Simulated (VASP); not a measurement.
# RPA total energies of GaP, part 5 of 6

Wanted: where the RPA puts the energy minimum of GaP. The scan starts from a database cell, scaled to the smallest volume of the series. The cell is of the zinc-blende type, one of the forms listed for this formula. The start is a cell from a database of measured crystal structures.

VASP 6.6.1, plane waves and PAW; the level of theory is named at each step.

So far. Step 22 (Comparison: HSE06, volume ratio 1): Its energy is -5.3914 eV an atom, on a zero of its own. Step 23 (Orbitals, volume ratio 1.03): The run ends at a pressure of -0.33 GPa.

## Step 24: Exact exchange, volume ratio 1.03

This step: Hartree-Fock energy on PBE orbitals; plane waves and PAW (Ga_d_GW, P_GW) (VASP 6.6.1).

Exact exchange at this point.

Input file INCAR:

```
SYSTEM = GaP
PREC = Accurate
ENCUT = 550
ISMEAR = 0
SIGMA = 0.05
LREAL = .FALSE.
GGA = PE
NBANDS = 15
ALGO = Eigenval
NELM = 1
LHFCALC = .TRUE.
AEXX = 1
ALDAC = 0
AGGAC = 0
PRECFOCK = Normal
LWAVE = .FALSE.
LCHARG = .FALSE.
```

Input file POSCAR:

```
GaP
1.0
    0.0000000000      2.7522344282      2.7522344282
    2.7522344282      0.0000000000      2.7522344282
    2.7522344282      2.7522344282      0.0000000000
Ga P
1 1
Direct
    0.0000000000      0.0000000000      0.0000000000
    0.7500000000      0.7500000000      0.7500000000
```

Input file KPOINTS:

```
Automatic mesh
0
Gamma
6 6 6
0 0 0
```

Potentials, in the order of the species: Ga_d_GW and P_GW (PBE family, release 64).

The run starts from files that an earlier step left in the folder.

Started as:

```bash
> mpirun -np 8 vasp_std
```

Log:

```text
[... set-up lines as in an earlier step ...]
 entering main loop
       N       E                     dE             d eps       ncg     rms          rms(c)
EIG:   1    -0.161657818732E+02   -0.16166E+02    0.00000E+00     0   0.000E+00
   1 F= -.16165782E+02 E0= -.16165782E+02  d E =-.526355E-18
```

Run time: 83 s. Hardware: 8 MPI ranks of Intel Xeon 6975P-C (Granite Rapids), shared host; peak memory 1.1 GiB; 11 min of CPU time.

From OUTCAR (step 24):

```text
 POSITION                                       TOTAL-FORCE (eV/Angst)
 -----------------------------------------------------------------------------------
      0.00000      0.00000      0.00000        -0.000000     -0.000000     -0.000000
      4.12835      4.12835      4.12835         0.000000      0.000000      0.000000
 -----------------------------------------------------------------------------------
    total drift:                               -0.000004      0.000001     -0.000001

  FREE ENERGIE OF THE ION-ELECTRON SYSTEM (eV)
  ---------------------------------------------------
  free  energy   TOTEN  =       -16.1657818732 eV

  energy  without entropy=      -16.1657818732  energy(sigma->0) =      -16.16578187

[... 2 parts as in an earlier step ...]

[... 1 further part left out ...]
[key lines of the parts left out:]
E-fermi :   4.3692
```

The Hartree-Fock energy on these orbitals is -8.0829 eV an atom.

## Step 25: Empty bands, volume ratio 1.03

This step: PBE; plane waves and PAW (Ga_d_GW, P_GW) (VASP 6.6.1).

The empty bands are made again, for the run that follows.

Input file INCAR:

```
SYSTEM = GaP
PREC = Accurate
ENCUT = 550
ISMEAR = 0
SIGMA = 0.05
LREAL = .FALSE.
GGA = PE
NBANDS = 1240
ALGO = Exact
NELM = 1
LWAVE = .TRUE.
LCHARG = .FALSE.
LOPTICS = .TRUE.
NEDOS = 1000
CSHIFT = 0.1
```

POSCAR is that of step 24.

KPOINTS is that of step 24.

Started as:

```bash
> mpirun -np 8 vasp_std
```

Log:

```text
[... set-up lines as in an earlier step ...]
 entering main loop
       N       E                     dE             d eps       ncg     rms          rms(c)
DIA:   1    -0.909317080773E+01   -0.90932E+01    0.00000E+00     0   0.000E+00
   1 F= -.90931708E+01 E0= -.90931708E+01  d E =-.187481E-62
 writing wavefunctions
 optical routines
 imaginary and real dielectric function
 recalculating local potential from charge density
 direction            1
 direction            2
 direction            3
```

The job ended after 20 s (8 MPI ranks; peak memory 2 GiB; 2.5 min of CPU time).

Parts of OUTCAR (step 25):

```text
  Total       -0.0862524     -0.0862524     -0.0862524      0.0000000      0.0000000     -0.0000000
  in kB       -3.3143277     -3.3143277     -3.3143277      0.0000000      0.0000000     -0.0000000
  external PRESSURE =      -3.3143277 kB  Pullay stress =       0.0000000 kB

 POSITION                                       TOTAL-FORCE (eV/Angst)
 -----------------------------------------------------------------------------------
      0.00000      0.00000      0.00000        -0.000000     -0.000000     -0.000000
      4.12835      4.12835      4.12835         0.000000      0.000000      0.000000
 -----------------------------------------------------------------------------------
    total drift:                                0.000003      0.000003      0.000003

  FREE ENERGIE OF THE ION-ELECTRON SYSTEM (eV)
  ---------------------------------------------------
  free  energy   TOTEN  =        -9.0931708077 eV

  energy  without entropy=       -9.0931708077  energy(sigma->0) =       -9.09317081

[... 2 parts as in an earlier step ...]

[... 1 further part left out ...]
[key lines of the parts left out:]
E-fermi :   4.6610
```

## Step 26: RPA correlation, volume ratio 1.03

This step: RPA correlation on PBE orbitals; plane waves and PAW (Ga_d_GW, P_GW) (VASP 6.6.1).

RPA correlation at this point.

Input file INCAR:

```
SYSTEM = GaP
PREC = Accurate
ENCUT = 550
ISMEAR = 0
SIGMA = 0.05
LREAL = .FALSE.
GGA = PE
NBANDS = 1240
ALGO = ACFDT
ENCUTGW = 200
NOMEGA = 12
PRECFOCK = Fast
LWAVE = .FALSE.
LCHARG = .FALSE.
```

POSCAR is that of step 25.

KPOINTS is that of step 25.

Started as:

```bash
> mpirun -np 8 vasp_std
```

Log:

```text
[banner, memory and clock lines left out]
running    8 mpi-ranks, on    1 nodes
[...]
[... a notice as in an earlier step ...]

 LDA part: xc-table for (Slater+PW92), standard interpolation
 found WAVECAR, reading the header
 POSCAR, INCAR and KPOINTS ok, starting setup
[...]
reading WAVECAR
 the WAVECAR file was read successfully
 initial charge from wavefunction
 available memory per node:     45.11 GB, setting MAXMEM to     46188

 The Fermi energy was updated, please check that it is located mid-gap
 values below the HOMO (VB) or above the LUMO (CB) will cause erroneous energies
 E-fermi :   4.8649

 the WAVEDER file was read successfully
 set NWRITE>2 for more details about minimax calculation
 number of imaginary grid points requested:      12
 number of distinct grids requested:  1
 quadrature errors minimized for energies in [ 0.158E+01, 0.556E+03 ]
 bosonic grid (T=0, re) determined with error: 0.8321E-07
 bosonic grid (re): 0.8321E-07
[...]
NQ=  10    0.3333    0.3333    0.0000,
|.........|.........|.........|.........
 performed     287160000 updates of chi_q(r,r)
 total number of BLAS operations     168838.05 Gflops
NQ=  11    0.5000    0.3333    0.0000,
|.........|.........|.........|.........
 performed     315876000 updates of chi_q(r,r)
 total number of BLAS operations     185461.85 Gflops
NQ=  12   -0.3333    0.3333    0.0000,
|.........|.........|.........|.........
 performed     344592000 updates of chi_q(r,r)
 total number of BLAS operations     201962.27 Gflops
NQ=  13    0.5000    0.5000    0.0000,
|.........|.........|.........|.........
 performed     373308000 updates of chi_q(r,r)
 total number of BLAS operations     216783.80 Gflops
NQ=  14    0.5000    0.3333    0.1667,
|.........|.........|.........|.........
 performed     402024000 updates of chi_q(r,r)
 total number of BLAS operations     233038.87 Gflops
NQ=  15   -0.3333    0.3333    0.1667,
|.........|.........|.........|.........
 performed     430740000 updates of chi_q(r,r)
 total number of BLAS operations     248808.74 Gflops
NQ=  16   -0.3333    0.5000    0.1667,
|.........|.........|.........|.........
 performed     459456000 updates of chi_q(r,r)
 total number of BLAS operations     265063.81 Gflops
 entering main loop
```

Wall time 24 min (8 MPI ranks); peak memory 7.8 GiB; 3.3 h of CPU time.

Parts of OUTCAR (step 26):

```text
      cutoff energy     smooth cutoff   RPA   correlation   Hartree contr. to MP2
---------------------------------------------------------------------------------
            200.000           160.000      -17.3025944158      -27.8913817163
            190.476           152.381      -17.1426197214      -27.6352404033
            181.406           145.125      -16.9720957678      -27.3628613411
            172.768           138.214      -16.7910875593      -27.0749347855
            164.541           131.632      -16.6005406038      -26.7734825274
            156.705           125.364      -16.4011320030      -26.4602947553
            149.243           119.394      -16.1937987349      -26.1373810598
            142.136           113.709      -15.9791440345      -25.8062723946
  linear regression

[... 3 parts as in an earlier step ...]

[... 1 further part left out ...]
[key lines of the parts left out:]
E-fermi :   4.8649
```

Extrapolated by the program to an infinite response cutoff, the correlation energy is -9.6357 eV an atom, +17 meV against the point before. With exact exchange the total is -17.7186 eV an atom.

## Step 27: Comparison: r2SCAN, volume ratio 1.03

This step: r2SCAN; plane waves and PAW (Ga_d_GW, P_GW) (VASP 6.6.1).

The comparison at this point.

Input file INCAR:

```
SYSTEM = GaP
PREC = Accurate
ENCUT = 550
EDIFF = 1E-06
NELM = 100
ISMEAR = 0
SIGMA = 0.05
LREAL = .FALSE.
ALGO = Normal
METAGGA = R2SCAN
LASPH = .TRUE.
NBANDS = 15
LWAVE = .FALSE.
LCHARG = .FALSE.
KPAR = 8
```

POSCAR is that of step 26.

KPOINTS is that of step 26.

Started as:

```bash
> mpirun -np 8 vasp_std
```

Log:

```text
[... set-up lines as in an earlier step ...]
 entering main loop
       N       E                     dE             d eps       ncg     rms          rms(c)
DAV:   1     0.118540111866E+03    0.11854E+03   -0.10516E+04   504   0.164E+03
DAV:   2    -0.128098104891E+02   -0.13135E+03   -0.12685E+03   557   0.378E+02
DAV:   3    -0.235908128913E+02   -0.10781E+02   -0.10717E+02   662   0.135E+02
DAV:   4    -0.240467967899E+02   -0.45598E+00   -0.45586E+00   718   0.305E+01
[...]
DAV:  12    -0.214523979719E+02    0.17981E-04   -0.70394E-05   697   0.233E-01    0.228E-03
DAV:  13    -0.214523990172E+02   -0.10454E-05   -0.87266E-07   451   0.182E-02    0.157E-03
DAV:  14    -0.214523997409E+02   -0.72366E-06   -0.37495E-07   338   0.161E-02
   1 F= -.21452400E+02 E0= -.21452400E+02  d E =-.123404E-18
```

Elapsed: 8.8 s, on 8 MPI ranks; peak memory 1.4 GiB.

From OUTCAR (step 27):

```text
  Total       -0.6325436     -0.6325436     -0.6325436     -0.0000000     -0.0000000     -0.0000000
  in kB      -24.3060707    -24.3060707    -24.3060707     -0.0000000     -0.0000000     -0.0000000
  external PRESSURE =     -24.3060707 kB  Pullay stress =       0.0000000 kB

 POSITION                                       TOTAL-FORCE (eV/Angst)
 -----------------------------------------------------------------------------------
      0.00000      0.00000      0.00000        -0.000000     -0.000000     -0.000000
      4.12835      4.12835      4.12835         0.000000      0.000000      0.000000
 -----------------------------------------------------------------------------------
    total drift:                               -0.000122     -0.000122     -0.000123

  FREE ENERGIE OF THE ION-ELECTRON SYSTEM (eV)
  ---------------------------------------------------
  free  energy   TOTEN  =       -21.4523997409 eV

  energy  without entropy=      -21.4523997409  energy(sigma->0) =      -21.45239974

[... 2 parts as in an earlier step ...]

[... 1 further part left out ...]
[key lines of the parts left out:]
E-fermi :   4.1818
```

Its energy is -10.7262 eV an atom, on a zero of its own.

## Step 28: Orbitals for comparison: HSE06, volume ratio 1.03

This step: PBE; plane waves and PAW (Ga_d_GW, P_GW) (VASP 6.6.1).

Starting orbitals, as before.

Input file INCAR:

```
SYSTEM = GaP
PREC = Accurate
ENCUT = 550
EDIFF = 1E-05
NELM = 100
ISMEAR = 0
SIGMA = 0.05
LREAL = .FALSE.
ALGO = Normal
GGA = PE
NBANDS = 15
LORBIT = 11
LWAVE = .TRUE.
LCHARG = .FALSE.
KPAR = 8
```

POSCAR is that of step 27.

KPOINTS is that of step 27.

Started as:

```bash
> mpirun -np 8 vasp_std
```

Log:

```text
[... set-up lines as in an earlier step ...]
 entering main loop
       N       E                     dE             d eps       ncg     rms          rms(c)
[... 10 cycles as in an earlier step ...]
DAV:  11    -0.909317012794E+01   -0.12327E-04   -0.18131E-05   684   0.303E-02    0.277E-03
DAV:  12    -0.909317079110E+01   -0.66316E-06   -0.13884E-06   373   0.983E-03
   1 F= -.90931708E+01 E0= -.90931708E+01  d E =-.397082E-18
 writing wavefunctions
```

Elapsed: 2.8 s, on 8 MPI ranks; peak memory 1.4 GiB; 16 s of CPU time.

Parts of OUTCAR (step 28):

```text
  Total       -0.0814571     -0.0814571     -0.0814571     -0.0000000      0.0000000     -0.0000000
  in kB       -3.1300625     -3.1300625     -3.1300625     -0.0000000      0.0000000     -0.0000000
  external PRESSURE =      -3.1300625 kB  Pullay stress =       0.0000000 kB

  FREE ENERGIE OF THE ION-ELECTRON SYSTEM (eV)
  ---------------------------------------------------
  free  energy   TOTEN  =        -9.0931707911 eV

  energy  without entropy=       -9.0931707911  energy(sigma->0) =       -9.09317079

[... 3 parts as in an earlier step ...]

[... 1 further part left out ...]
[key lines of the parts left out:]
E-fermi :   4.3704
```

The run ends at a pressure of -0.31 GPa.

## Step 29: Comparison: HSE06, volume ratio 1.03

This step: HSE06; plane waves and PAW (Ga_d_GW, P_GW) (VASP 6.6.1).

The comparison at this point.

Input file INCAR:

```
SYSTEM = GaP
PREC = Accurate
ENCUT = 550
EDIFF = 1E-06
NELM = 100
ISMEAR = 0
SIGMA = 0.05
LREAL = .FALSE.
ALGO = Normal
LHFCALC = .TRUE.
AEXX = 0.25
GGA = PE
HFSCREEN = 0.2
LASPH = .TRUE.
NBANDS = 15
PRECFOCK = Fast
LWAVE = .FALSE.
LCHARG = .FALSE.
KPAR = 8
```

POSCAR is that of step 28.

KPOINTS is that of step 28.

The WAVECAR or CHGCAR of an earlier step is read.

Started as:

```bash
> mpirun -np 8 vasp_std
```

Log:

```text
[... set-up lines as in an earlier step ...]
 entering main loop
       N       E                     dE             d eps       ncg     rms          rms(c)
DAV:   1    -0.107894076775E+02   -0.10789E+02   -0.56013E-01   762   0.199E+01    0.606E-01
DAV:   2    -0.107793165736E+02    0.10091E-01   -0.76555E-02   768   0.669E+00    0.303E-01
DAV:   3    -0.107787349415E+02    0.58163E-03   -0.60000E-03   690   0.183E+00    0.148E-01
DAV:   4    -0.107785263860E+02    0.20856E-03   -0.38402E-04   680   0.248E-01    0.772E-02
[...]
DAV:   8    -0.107784376943E+02    0.32234E-05   -0.99422E-07   373   0.953E-03    0.978E-03
DAV:   9    -0.107784365024E+02    0.11919E-05   -0.63998E-07   303   0.685E-03    0.587E-03
DAV:  10    -0.107784361048E+02    0.39762E-06   -0.35451E-07   303   0.684E-03
   1 F= -.10778436E+02 E0= -.10778436E+02  d E =-.254793E-17
```

The job ended after 1.8 min (8 MPI ranks; peak memory 2.2 GiB).

OUTCAR, selected parts (step 29):

```text
 POSITION                                       TOTAL-FORCE (eV/Angst)
 -----------------------------------------------------------------------------------
      0.00000      0.00000      0.00000        -0.000000     -0.000000      0.000000
      4.12835      4.12835      4.12835         0.000000      0.000000     -0.000000
 -----------------------------------------------------------------------------------
    total drift:                               -0.000025     -0.000011     -0.000012

  FREE ENERGIE OF THE ION-ELECTRON SYSTEM (eV)
  ---------------------------------------------------
  free  energy   TOTEN  =       -10.7784361048 eV

  energy  without entropy=      -10.7784361048  energy(sigma->0) =      -10.77843610

[... 2 parts as in an earlier step ...]

[... 1 further part left out ...]
[key lines of the parts left out:]
E-fermi :   3.9166
```

Its energy is -5.3892 eV an atom, on a zero of its own.

## Step 30: Orbitals, volume ratio 1.06

This step: PBE; plane waves and PAW (Ga_d_GW, P_GW) (VASP 6.6.1).

The same chain follows at a volume ratio of 1.06.

Input file INCAR:

```
SYSTEM = GaP
PREC = Accurate
ENCUT = 550
EDIFF = 1E-08
NELM = 100
ISMEAR = 0
SIGMA = 0.05
LREAL = .FALSE.
ALGO = Normal
GGA = PE
NBANDS = 15
LORBIT = 11
LWAVE = .TRUE.
LCHARG = .FALSE.
KPAR = 8
```

Input file POSCAR:

```
GaP
1.0
    0.0000000000      2.7786998443      2.7786998443
    2.7786998443      0.0000000000      2.7786998443
    2.7786998443      2.7786998443      0.0000000000
Ga P
1 1
Direct
    0.0000000000      0.0000000000      0.0000000000
    0.7500000000      0.7500000000      0.7500000000
```

KPOINTS is that of step 29.

Started as:

```bash
> mpirun -np 8 vasp_std
```

Log:

```text
[... set-up lines as in an earlier step ...]
 entering main loop
       N       E                     dE             d eps       ncg     rms          rms(c)
DAV:   1     0.135071238647E+03    0.13507E+03   -0.10499E+04   496   0.160E+03
DAV:   2     0.231076257182E+01   -0.13276E+03   -0.12789E+03   529   0.370E+02
DAV:   3    -0.887466685096E+01   -0.11185E+02   -0.10951E+02   669   0.132E+02
DAV:   4    -0.934108746668E+01   -0.46642E+00   -0.46627E+00   712   0.295E+01
[...]
DAV:  12    -0.908647357119E+01   -0.69921E-06   -0.17864E-06   631   0.103E-02    0.887E-04
DAV:  13    -0.908647353979E+01    0.31396E-07   -0.98660E-08   716   0.225E-03    0.127E-04
DAV:  14    -0.908647354787E+01   -0.80795E-08   -0.91067E-09   598   0.778E-04
   1 F= -.90864735E+01 E0= -.90864735E+01  d E =-.893323E-17
 writing wavefunctions
```

The job ended after 3.8 s (8 MPI ranks; peak memory 1.4 GiB; 25 s of CPU time).

From OUTCAR (step 30):

```text
  Total       -0.6426829     -0.6426829     -0.6426829      0.0000000      0.0000000      0.0000000
  in kB      -23.9967497    -23.9967497    -23.9967497      0.0000000      0.0000000      0.0000000
  external PRESSURE =     -23.9967497 kB  Pullay stress =       0.0000000 kB

 POSITION                                       TOTAL-FORCE (eV/Angst)
 -----------------------------------------------------------------------------------
      0.00000      0.00000      0.00000        -0.000000     -0.000000     -0.000000
      4.16805      4.16805      4.16805         0.000000      0.000000      0.000000
 -----------------------------------------------------------------------------------
    total drift:                                0.000003      0.000003      0.000003

  FREE ENERGIE OF THE ION-ELECTRON SYSTEM (eV)
  ---------------------------------------------------
  free  energy   TOTEN  =        -9.0864735479 eV

  energy  without entropy=       -9.0864735479  energy(sigma->0) =       -9.08647355

[... 1 part as in an earlier step ...]

[... 2 further parts left out ...]
[key lines of the parts left out:]
E-fermi :   4.0858
```

The run ends at a pressure of -2.40 GPa.

## Step 31: Exact exchange, volume ratio 1.06

This step: Hartree-Fock energy on PBE orbitals; plane waves and PAW (Ga_d_GW, P_GW) (VASP 6.6.1).

Exact exchange at this point.

Input file INCAR:

```
SYSTEM = GaP
PREC = Accurate
ENCUT = 550
ISMEAR = 0
SIGMA = 0.05
LREAL = .FALSE.
GGA = PE
NBANDS = 15
ALGO = Eigenval
NELM = 1
LHFCALC = .TRUE.
AEXX = 1
ALDAC = 0
AGGAC = 0
PRECFOCK = Normal
LWAVE = .FALSE.
LCHARG = .FALSE.
```

POSCAR is that of step 30.

KPOINTS is that of step 30.

The WAVECAR or CHGCAR of an earlier step is read.

Started as:

```bash
> mpirun -np 8 vasp_std
```

Log:

```text
[... set-up lines as in an earlier step ...]
 entering main loop
       N       E                     dE             d eps       ncg     rms          rms(c)
EIG:   1    -0.161605971426E+02   -0.16161E+02    0.00000E+00     0   0.000E+00
   1 F= -.16160597E+02 E0= -.16160597E+02  d E =-.369738E-27
```

It took 54 s on 8 MPI ranks; peak memory 1.1 GiB; 7.1 min of CPU time.

Parts of OUTCAR (step 31):

```text
 POSITION                                       TOTAL-FORCE (eV/Angst)
 -----------------------------------------------------------------------------------
      0.00000      0.00000      0.00000         0.000000      0.000000      0.000000
      4.16805      4.16805      4.16805        -0.000000     -0.000000     -0.000000
 -----------------------------------------------------------------------------------
    total drift:                               -0.000004      0.000001     -0.000001

  FREE ENERGIE OF THE ION-ELECTRON SYSTEM (eV)
  ---------------------------------------------------
  free  energy   TOTEN  =       -16.1605971426 eV

  energy  without entropy=      -16.1605971426  energy(sigma->0) =      -16.16059714

[... 2 parts as in an earlier step ...]

[... 1 further part left out ...]
[key lines of the parts left out:]
E-fermi :   4.1774
```

The Hartree-Fock energy on these orbitals is -8.0803 eV an atom.

[end of part 5 of 6]

[Lines on the potential files, build, host, timing and source positions are cut from VASP's logs without a mark.]

[Logs are printed without paths, hosts, clocks, repeated set-up lines and the standing remarks that a program may print on its own settings, such as how far it seeks lower states.]

[Hosts, paths, dates, database ids (printed as entryN), source tags and the programs' standing remarks are cut or masked in the printed files.]

[Pressures printed for these runs are not shown converged in the cutoff: they can be off by several GPa and have the wrong sign.]
